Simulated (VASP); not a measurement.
Energy against volume of BAs (zinc blende). Level of theory: PBEsol GGA, VASP's PBE PAW potentials (set 64) (plane waves; VASP). Run with 520 eV cut-off, 10×10×10 Γ-centred mesh, Gaussian smearing of 0.050 eV, potentials B As.

```json
[
 {"V (Å³/atom)": "13.222", "E (eV/atom)": "-6.09615"},
 {"V (Å³/atom)": "13.631", "E (eV/atom)": "-6.10194"},
 {"V (Å³/atom)": "14.040", "E (eV/atom)": "-6.09692"},
 {"V (Å³/atom)": "14.449", "E (eV/atom)": "-6.08263"}
]
```

**Question.** Fit these four points and predict the energy of the run at 12.814 Å³/atom.

**Answer.** A cubic in V^(−2/3), the third-order Birch-Murnaghan form, passes through the four points with V0 = 13.64 Å³/atom and B0 = 141 GPa, and gives -6.0778 eV/atom there. The run gave -6.0778 eV/atom, +0.0 meV/atom from the fit; all five points give B0 = 141 GPa.

The compound is BAs in the zinc blende structure. It was relaxed first.
